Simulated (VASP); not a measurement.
An input for Ansatz (written as the equivalent of a VASP run, and not itself run):

Ansatz 0.2 input:
```yaml
crystal:
  lattice:
    - [0.0000000, 3.0814540, 3.0814540]
    - [3.0814540, 0.0000000, 3.0814540]
    - [3.0814540, 3.0814540, 0.0000000]
  atoms:
    - { symbol: Rb, position: [0.0000000, 0.0000000, 0.0000000] }
    - { symbol: Br, position: [0.5000000, 0.5000000, 0.5000000] }
kpoints:
  mp_grid: { grid: [8, 8, 8] }
hamiltonian:
  xc: pbesol
  pseudopotentials: { kind: paw }
scf:
  occupations: { method: gaussian, width: 0.05 }
  max_iter: 100
relax:
  max_steps: 40
  f_tol: 0.02
  cell: { p_target: 20 }
output: { forces: true, stress: true, eigenvalues: true }
```

### Question
Translate this input to VASP (INCAR, KPOINTS, POSCAR, choice of POTCAR).

### Answer
This is not unique; one that fits is 
File KPOINTS:
```
Regular mesh
0
Gamma
  8 8 8
```

### POSCAR
```
RbBr
1
    0.0000000000     3.0814540188     3.0814540188
    3.0814540188     0.0000000000     3.0814540188
    3.0814540188     3.0814540188     0.0000000000
Rb Br
1 1
Direct
  0.0000000000   0.0000000000   0.0000000000
  0.5000000000   0.5000000000   0.5000000000
```

### INCAR
```
! general
SYSTEM  = RbBr
PREC    = Accurate
ENCUT   = 500
LREAL   = .FALSE.
LASPH   = .TRUE.

! electronic loop
EDIFF   = 1E-6
NELM    = 100
ALGO    = Normal
LMAXMIX = 4

! smearing
ISMEAR  = 0
SIGMA   = 0.05

! functional
GGA     = PS

! ions
IBRION  = 2
NSW     = 40
ISIF    = 3
EDIFFG  = -0.02
PSTRESS = 200

! output
LWAVE   = .FALSE.
LCHARG  = .FALSE.
```

POTCAR, in this order: Rb_sv Br (PBE.64 set). Program: vasp_std.

Limits of the translation: each code has its own PAW files, so the cut-off isn't converted (ENCUT is set for VASP's; basis.ecutwfc is left out, and Ansatz then takes the one that its files recommend); Ansatz stops its SCF on the density residual and VASP on the energy change (EDIFF).

The compound is RbBr in the rock salt structure. This run relaxes it under an external pressure of 20 GPa. Symmetry was kept, so distortions that lower it aren't found.
